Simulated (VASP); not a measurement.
Consider the following.

```
CELL_PARAMETERS angstrom
      5.53963     0.00000     0.00000
      0.00000     5.53963     0.00000
      0.00000     0.00000     5.53963
ATOMIC_POSITIONS crystal
  Zn 0.98470 0.98470 0.98470
  Zn 0.51530 0.51530 0.98470
  Zn 0.51530 0.98470 0.51530
  Zn 0.98470 0.51530 0.51530
  Te 0.25000 0.25000 0.25000
  S  0.75000 0.75000 0.25000
  S  0.75000 0.25000 0.75000
  S  0.25000 0.75000 0.75000
```

All values below come from PBEsol GGA, VASP's PBE PAW potentials (set 64) (plane waves; VASP). Settings: 400 eV cut-off, 4×4×4 Γ-centred mesh, Gaussian smearing of 0.050 eV, potentials Zn Te S.

Unless said otherwise, spin-orbit coupling is left out, though it shifts the bands of the heavy elements here.

What does the run give for the energy per atom (σ→0), band gap (on the k-mesh) with the smallest direct gap where there is one?

```
Quantity                                      Value
-----------------------------------  --------------
band gap (on the k-mesh)                    1.18 eV
smallest direct gap (on the k-mesh)         1.18 eV
energy per atom (σ→0)                -3.533 eV/atom
```

The absolute energy has meaning only against runs of the same code, potentials and settings.

The structure was generated: Zn4S3Te was put into an ordered model structure (P-43m), which need not be its known phase. It was relaxed first. The start is the result of an earlier pass.
